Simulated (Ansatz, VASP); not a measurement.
LiTiB4 in VASP and in Ansatz

```
Li Ti B
1.0
     3.02096    0.00000    0.00000
    -1.51048    2.61623    0.00000
     0.00000    0.00000    6.76085
Li Ti B
1 1 4
Direct
  0.00000 0.00000 0.50000
  0.00000 0.00000 0.00000
  0.33333 0.66667 0.76734
  0.66667 0.33333 0.76734
  0.33333 0.66667 0.23266
  0.66667 0.33333 0.23266
```

The cell was built by a generator and needn't be a form met in nature.

Alike in both runs: task relaxation of cell and atoms; functional LDA; k mesh 7 × 7 × 3; occupations fermi-dirac, width 0.05 eV; no spin polarisation.

|  | VASP | Ansatz |
| --- | --- | --- |
| version | VASP 6.6.1 | Ansatz 0.2.0 |
| potentials or method | VASP PAW LDA potentials, release 64 (Li_sv, Ti_sv, B) | Ansatz PAW |
| plane-wave cutoff (eV) | 600 | 420 |
| valence electrons in the cell | 27 | 27 |

VASP gave:

```
gap on the k mesh at the Fermi level, each at its own relaxed structure (eV) : none
relaxed volume (Å³/atom)                                                     : 8.45
relaxed cell length with the largest relative difference (Å)                 : 6.552
energy change over the relaxation (meV/atom)                                 : -11
```

Q: What did Ansatz give for the same quantities?

A: gap on the k mesh at the Fermi level, each at its own relaxed structure (eV): none; relaxed volume (Å³/atom): 8.44; relaxed cell length with the largest relative difference (Å): 6.555; energy change over the relaxation (meV/atom): -12.

A gap of «none» marks a metal or a gap that the smearing closes.

Caveats: the cutoff is under 1.25 times the usual one of these potentials, so pressure, stress and relaxed cells hold a basis-set (Pulay) error (VASP); the plane-wave basis is chosen anew once the cell has moved, so the energies of steps on either side of that aren't comparable (Ansatz); the PAW data sets come from PBE, with cores solved anew for the run's functional, which leaves a small shift of forces and pressure (Ansatz).
